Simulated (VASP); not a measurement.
# NiSb (Breithauptite) with r2SCAN + rVV10: from relaxation to properties, part 9 of 11

What structure does NiSb (Breithauptite) take at this level, and what are its properties? The start is a cell from a database of measured crystal structures.

VASP 6.6.1, plane waves and PAW; the level of theory is named at each step.

Still holding for the runs below: This run allows spin, but its moments start at zero, where symmetry between the spins tends to hold them, which is where the search above led.

So far. Step 9 (Density, ELF and potential (r2SCAN + rVV10)): In this run the pressure is 0.03 GPa, small enough to go on; single stress components reach 0.12 GPa. Step 10 (Bands along the symmetry lines (r2SCAN + rVV10)): There is no gap at this level. The relaxed cell has a = 3.916, c = 5.109 Å (conventional setting).

The database entry behind the starting cell differs from later determinations by our own check (c about 0.3 % short), so it need not match the best structure at ambient conditions.

## Step 11: Total and projected DOS (r2SCAN + rVV10)

Level of this step: r2SCAN with rVV10, zero-moment start; plane waves and PAW (Ni, Sb) (VASP).

Here the states are counted by energy and projected on the atoms. The mesh is finer than in the run before.

INCAR reads:

```
SYSTEM = NiSb
PREC = Accurate
ENCUT = 400
EDIFF = 1E-06
NELM = 100
ISMEAR = -5
SIGMA = 0.05
LREAL = .FALSE.
ALGO = Normal
METAGGA = R2SCAN
LUSE_VDW = .TRUE.
IVDW_NL = 2
BPARAM = 11.95
CPARAM = 0.0093
LASPH = .TRUE.
NBANDS = 31
ISPIN = 2
MAGMOM = -0 -0 -0 -0
LMAXMIX = 4
LORBIT = 11
LWAVE = .FALSE.
LCHARG = .FALSE.
KPAR = 8
NEDOS = 2001
```

POSCAR reads:

```
NiSb
1.0
    3.9163346526      0.0000000000      0.0000000000
   -1.9581673263      3.3916452989      0.0000000000
    0.0000000000      0.0000000000      5.1088173777
Ni Sb
2 2
Direct
    0.0000000000      0.0000000000      0.0000000000
    0.0000000000      0.0000000000      0.5000000000
    0.3333333333      0.6666666667      0.2500000000
    0.6666666667      0.3333333333      0.7500000000
```

KPOINTS reads:

```
Automatic mesh
0
Gamma
10 10 7
0 0 0
```

Potentials, in the order of the species: Ni and Sb (PBE family, release 64).

Launch:

```
$ mpirun -np 8 vasp_std
```

The log of the run:

```text
[... set-up lines as in an earlier step ...]
 entering main loop
       N       E                     dE             d eps       ncg     rms          rms(c)
Total rVV10 correction in eV:      0.7705156    41.0182314
Total rVV10 correction in eV:      0.7705156    41.0182314
Total rVV10 correction in eV:      0.7705156    41.0182314
Total rVV10 correction in eV:      0.7705156    41.0182314
Total rVV10 correction in eV:      0.7705156    41.0182314
Total rVV10 correction in eV:      0.7705156    41.0182314
Total rVV10 correction in eV:      0.7705156    41.0182314
Total rVV10 correction in eV:      0.7705156    41.0182314
DAV:   1     0.111778194533E+03    0.11178E+03   -0.10018E+04  6968   0.843E+02
DAV:   2    -0.686430875486E+02   -0.18042E+03   -0.16657E+03  7259   0.218E+02
DAV:   3    -0.802317143087E+02   -0.11589E+02   -0.11233E+02  8201   0.653E+01
DAV:   4    -0.804630868842E+02   -0.23137E+00   -0.23110E+00  8043   0.916E+00
DAV:   5    -0.804711342037E+02   -0.80473E-02   -0.80473E-02  9128   0.165E+00    0.131E+01
Total rVV10 correction in eV:      0.7343256    41.0182334
Total rVV10 correction in eV:      0.7343256    41.0182334
Total rVV10 correction in eV:      0.7343256    41.0182334
Total rVV10 correction in eV:      0.7343256    41.0182334
Total rVV10 correction in eV:      0.7343256    41.0182334
Total rVV10 correction in eV:      0.7343256    41.0182334
Total rVV10 correction in eV:      0.7343256    41.0182334
Total rVV10 correction in eV:      0.7343256    41.0182334
DAV:   6    -0.794506257768E+02    0.10205E+01   -0.19177E+01  7952   0.705E+01    0.175E+01
Total rVV10 correction in eV:      0.7491879    41.0182338
Total rVV10 correction in eV:      0.7491879    41.0182338
Total rVV10 correction in eV:      0.7491879    41.0182338
Total rVV10 correction in eV:      0.7491879    41.0182338
Total rVV10 correction in eV:      0.7491879    41.0182338
Total rVV10 correction in eV:      0.7491879    41.0182338
Total rVV10 correction in eV:      0.7491879    41.0182338
Total rVV10 correction in eV:      0.7491879    41.0182338
DAV:   7    -0.755577241691E+02    0.38929E+01   -0.60547E+00  8659   0.447E+01    0.352E+00
Total rVV10 correction in eV:      0.7470359    41.0182336
Total rVV10 correction in eV:      0.7470359    41.0182336
Total rVV10 correction in eV:      0.7470359    41.0182336
Total rVV10 correction in eV:      0.7470359    41.0182336
Total rVV10 correction in eV:      0.7470359    41.0182336
Total rVV10 correction in eV:      0.7470359    41.0182336
Total rVV10 correction in eV:      0.7470359    41.0182336
Total rVV10 correction in eV:      0.7470359    41.0182336
DAV:   8    -0.756545234431E+02   -0.96799E-01   -0.59716E-01 10112   0.863E+00    0.283E+00
Total rVV10 correction in eV:      0.7436611    41.0182335
Total rVV10 correction in eV:      0.7436611    41.0182335
Total rVV10 correction in eV:      0.7436611    41.0182335
Total rVV10 correction in eV:      0.7436611    41.0182335
Total rVV10 correction in eV:      0.7436611    41.0182335
Total rVV10 correction in eV:      0.7436611    41.0182335
Total rVV10 correction in eV:      0.7436611    41.0182335
Total rVV10 correction in eV:      0.7436611    41.0182335
DAV:   9    -0.756040960164E+02    0.50427E-01   -0.13707E-01  8990   0.509E+00    0.467E-01
Total rVV10 correction in eV:      0.7440783    41.0182335
Total rVV10 correction in eV:      0.7440783    41.0182335
Total rVV10 correction in eV:      0.7440783    41.0182335
Total rVV10 correction in eV:      0.7440783    41.0182335
Total rVV10 correction in eV:      0.7440783    41.0182335
Total rVV10 correction in eV:      0.7440783    41.0182335
Total rVV10 correction in eV:      0.7440783    41.0182335
Total rVV10 correction in eV:      0.7440783    41.0182335
DAV:  10    -0.756045782192E+02   -0.48220E-03   -0.59146E-03 10639   0.606E-01    0.223E-01
Total rVV10 correction in eV:      0.7448907    41.0182335
Total rVV10 correction in eV:      0.7448907    41.0182335
Total rVV10 correction in eV:      0.7448907    41.0182335
Total rVV10 correction in eV:      0.7448907    41.0182335
Total rVV10 correction in eV:      0.7448907    41.0182335
Total rVV10 correction in eV:      0.7448907    41.0182335
Total rVV10 correction in eV:      0.7448907    41.0182335
Total rVV10 correction in eV:      0.7448907    41.0182335
DAV:  11    -0.756047427339E+02   -0.16451E-03   -0.10648E-03  9250   0.260E-01    0.684E-02
Total rVV10 correction in eV:      0.7448616    41.0182335
Total rVV10 correction in eV:      0.7448616    41.0182335
Total rVV10 correction in eV:      0.7448616    41.0182335
Total rVV10 correction in eV:      0.7448616    41.0182335
Total rVV10 correction in eV:      0.7448616    41.0182335
Total rVV10 correction in eV:      0.7448616    41.0182335
Total rVV10 correction in eV:      0.7448616    41.0182335
Total rVV10 correction in eV:      0.7448616    41.0182335
DAV:  12    -0.756047870253E+02   -0.44291E-04   -0.11790E-04  9537   0.104E-01    0.498E-02
Total rVV10 correction in eV:      0.7448554    41.0182335
Total rVV10 correction in eV:      0.7448554    41.0182335
Total rVV10 correction in eV:      0.7448554    41.0182335
Total rVV10 correction in eV:      0.7448554    41.0182335
Total rVV10 correction in eV:      0.7448554    41.0182335
Total rVV10 correction in eV:      0.7448554    41.0182335
Total rVV10 correction in eV:      0.7448554    41.0182335
Total rVV10 correction in eV:      0.7448554    41.0182335
DAV:  13    -0.756047650217E+02    0.22004E-04   -0.75917E-06  8780   0.345E-02    0.267E-02
Total rVV10 correction in eV:      0.7448704    41.0182335
Total rVV10 correction in eV:      0.7448704    41.0182335
Total rVV10 correction in eV:      0.7448704    41.0182335
Total rVV10 correction in eV:      0.7448704    41.0182335
Total rVV10 correction in eV:      0.7448704    41.0182335
Total rVV10 correction in eV:      0.7448704    41.0182335
Total rVV10 correction in eV:      0.7448704    41.0182335
Total rVV10 correction in eV:      0.7448704    41.0182335
DAV:  14    -0.756047420706E+02    0.22951E-04   -0.77258E-06 10016   0.436E-02    0.116E-02
Total rVV10 correction in eV:      0.7448876    41.0182335
Total rVV10 correction in eV:      0.7448876    41.0182335
Total rVV10 correction in eV:      0.7448876    41.0182335
Total rVV10 correction in eV:      0.7448876    41.0182335
Total rVV10 correction in eV:      0.7448876    41.0182335
Total rVV10 correction in eV:      0.7448876    41.0182335
Total rVV10 correction in eV:      0.7448876    41.0182335
Total rVV10 correction in eV:      0.7448876    41.0182335
DAV:  15    -0.756047403037E+02    0.17669E-05   -0.14666E-06  5417   0.848E-03    0.619E-03
Total rVV10 correction in eV:      0.7448967    41.0182335
Total rVV10 correction in eV:      0.7448967    41.0182335
Total rVV10 correction in eV:      0.7448967    41.0182335
Total rVV10 correction in eV:      0.7448967    41.0182335
Total rVV10 correction in eV:      0.7448967    41.0182335
Total rVV10 correction in eV:      0.7448967    41.0182335
Total rVV10 correction in eV:      0.7448967    41.0182335
Total rVV10 correction in eV:      0.7448967    41.0182335
DAV:  16    -0.756047405703E+02   -0.26666E-06   -0.22738E-07  4319   0.400E-03
Total rVV10 correction in eV:      0.7448962    41.0182335
Total rVV10 correction in eV:      0.7448962    41.0182335
Total rVV10 correction in eV:      0.7448962    41.0182335
Total rVV10 correction in eV:      0.7448962    41.0182335
Total rVV10 correction in eV:      0.7448962    41.0182335
Total rVV10 correction in eV:      0.7448962    41.0182335
Total rVV10 correction in eV:      0.7448962    41.0182335
Total rVV10 correction in eV:      0.7448962    41.0182335
Total rVV10 correction in eV:      0.7449008    41.0182335
Total rVV10 correction in eV:      0.7449008    41.0182335
Total rVV10 correction in eV:      0.7449008    41.0182335
Total rVV10 correction in eV:      0.7449008    41.0182335
Total rVV10 correction in eV:      0.7449008    41.0182335
Total rVV10 correction in eV:      0.7449008    41.0182335
Total rVV10 correction in eV:      0.7449008    41.0182335
Total rVV10 correction in eV:      0.7449008    41.0182335
   1 F= -.75604741E+02 E0= -.75604741E+02  d E =0.000000E+00  mag=     0.0000
 -----------------------------------------------------------------------------
|                                                                             |
|           W    W    AA    RRRRR   N    N  II  N    N   GGGG   !!!           |
|           W    W   A  A   R    R  NN   N  II  NN   N  G    G  !!!           |
|           W    W  A    A  R    R  N N  N  II  N N  N  G       !!!           |
|           W WW W  AAAAAA  RRRRR   N  N N  II  N  N N  G  GGG   !            |
|           WW  WW  A    A  R   R   N   NN  II  N   NN  G    G                |
|           W    W  A    A  R    R  N    N  II  N    N   GGGG   !!!           |
|                                                                             |
|     Tetrahedron method does not include variations of the Fermi             |
|     occupations, so forces and stress will be inaccurate. We suggest        |
|     using a different smearing scheme ISMEAR = 1 or 2 for metals in         |
|     relaxations.                                                            |
|                                                                             |
 -----------------------------------------------------------------------------
```

Wall time 2.7 min (8 MPI ranks of Intel Xeon Platinum 8488C (Sapphire Rapids), shared host); peak memory 3.3 GiB; 17 min of CPU time.

Parts of OUTCAR (step 11):

```text
   k-points           NKPTS =     56   k-points in BZ     NKDIM =     56   number of bands    NBANDS=     31

   NELECT =      30.0000    total number of electrons

 E-fermi :  10.1008

 spin component 1
 k-point     1 :       0.0000    0.0000    0.0000
  band No.  band energies     occupation
    ...
      9       7.8173      1.00000
     10       7.8174      1.00000
     11       8.6398      1.00000
     12       8.6398      1.00000
     13       9.9845      1.00000
     14      10.6556     -0.27849
     15      10.6556      0.00000
     16      12.6687      0.00000
     17      12.6688      0.00000
     18      13.6317      0.00000
    ...

 k-point     2 :       0.1000   -0.0000    0.0000
  band No.  band energies     occupation
    ...
     10       7.8428      1.00000
     11       8.6293      1.00000
     12       8.6399      1.00000
     13       9.7329      1.00000
     14       9.9428      0.88623
     15      10.1897      0.26467
     16      12.1399      0.00000
     17      13.0989      0.00000
     18      14.1907      0.00000
     19      14.7451      0.00000
    ...

  Total       -0.0618017     -0.0618017     -0.0656309     -0.0000000      0.0000000      0.0000000
  in kB       -1.4591509     -1.4591509     -1.5495587     -0.0000000      0.0000000      0.0000000
  external PRESSURE =      -1.4892868 kB  Pullay stress =       0.0000000 kB

 POSITION                                       TOTAL-FORCE (eV/Angst)
 -----------------------------------------------------------------------------------
      0.00000      0.00000      0.00000         0.000000      0.000000      0.000000
      0.00000      0.00000      2.55441         0.000000      0.000000      0.000000
     -0.00000      2.26110      1.27720         0.000000     -0.000000     -0.000000
      1.95817      1.13055      3.83161        -0.000000      0.000000      0.000000
 -----------------------------------------------------------------------------------
    total drift:                               -0.000000      0.000000      0.000000

  FREE ENERGIE OF THE ION-ELECTRON SYSTEM (eV)
  ---------------------------------------------------
  free  energy   TOTEN  =       -75.6047405703 eV

  energy  without entropy=      -75.6047405703  energy(sigma->0) =      -75.60474057

 magnetization (x)
# of ion       s       p       d       tot
------------------------------------------
    1        0.000   0.000  -0.000   0.000
    2        0.000   0.000  -0.000   0.000
    3       -0.000  -0.000   0.000  -0.000
    4       -0.000  -0.000   0.000  -0.000
--------------------------------------------------
tot          0.000  -0.000  -0.000  -0.000

[... 7 parts as in an earlier step ...]

[... 9 further parts left out ...]
```

With tetrahedra the forces and stress of a metal are not exact derivatives of the energy.

Numbers from this step:

```
SCF cycles                                           : 16
irreducible k-points                                 : 56
free energy (TOTEN)                                  : -75.6047 eV
Fermi energy                                         : 10.10 eV
pressure                                             : -0.1489 GPa
DOS at the Fermi level, one point of the energy grid : 1.600 states/eV/cell
```

The density of states has structure finer than the step of the table below, so its rows give means over 1 eV, whole bins alone (the curve runs from -12.0 to 5.80 eV). Peaks (eV: height): total -3.7: 5.14, -3.0: 10.4, -2.2: 19.3, -1.5: 10.9; Ni d -3.0: 7.29, -2.2: 17.4, -1.5: 9.93; Sb p -3.7: 0.787, -2.8: 0.922, 1.5: 0.510, 2.9: 0.508; Ni p -3.7: 0.221, -2.8: 0.619, 1.5: 0.159, 5.5: 0.180; Ni s -6.4: 0.314, -3.7: 0.167, 5.0: 0.301, 5.7: 0.393.

States under -12.0 eV and over 5.8 eV are left out; both spin channels agree and are summed. Table of density of states by energy, zero at the Fermi level; means over each step; values in states/eV/cell:

```
energy (eV)  total    Ni d     Sb p    Ni p     Ni s    Sb s
        -11   1.11  0.0195   0.0211  0.0582   0.0587   0.528
        -10   1.50  0.0820   0.0218  0.0633   0.0514   0.777
         -9  0.371  0.0228  0.00451  0.0192  0.00679   0.203
         -8      0       0        0       0        0       0
         -7  0.404  0.0282   0.0876  0.0173   0.0798  0.0132
         -6   1.74   0.212    0.392  0.0861    0.221  0.0655
         -5   1.63   0.394    0.337  0.0863    0.125  0.0562
         -4   3.58    1.69    0.599   0.159    0.113  0.0295
         -3   6.04    4.01    0.569   0.274   0.0392  0.0215
         -2   8.28    7.35    0.116  0.0789   0.0608  0.0113
         -1   3.27    2.49    0.198   0.113   0.0355  0.0399
          0   2.02    1.09    0.270   0.117   0.0352  0.0959
          1   1.51   0.593    0.291  0.0993   0.0399  0.0943
          2   1.57   0.478    0.389  0.0987   0.0428  0.0824
          3   1.56   0.397    0.474  0.0707   0.0482  0.0506
          4  0.931   0.179    0.198  0.0311   0.0947  0.0157
          5   1.76   0.192    0.177   0.107    0.258  0.0513
```

The finer mesh and the other smearing move the Fermi level by +0.03 eV from the 7×7×5 run, a small shift, which tests the Fermi level alone. Of the states within 0.3 eV of the Fermi level, the largest shares in the PAW spheres are Ni d 54 %, Sb p 14 % and Ni p 6 %. The rest lies in smaller channels or between the spheres.

(Part 9 of 11 ends here.)

[Lines on the potential files, build, host, timing and source positions are cut from VASP's logs without a mark.]

[Logs are printed without paths, hosts, clocks, repeated set-up lines and the standing remarks that a program may print on its own settings, such as how far it seeks lower states.]

[Hosts, paths, dates, database ids (printed as entryN), source tags and the programs' standing remarks are cut or masked in the printed files.]

[A measured line is paired with the nearest computed mode of its activity, which favours agreement.]

[In band tables of VASP the shares of atoms and orbitals are scaled to a sum of 1 inside the atoms' spheres.]
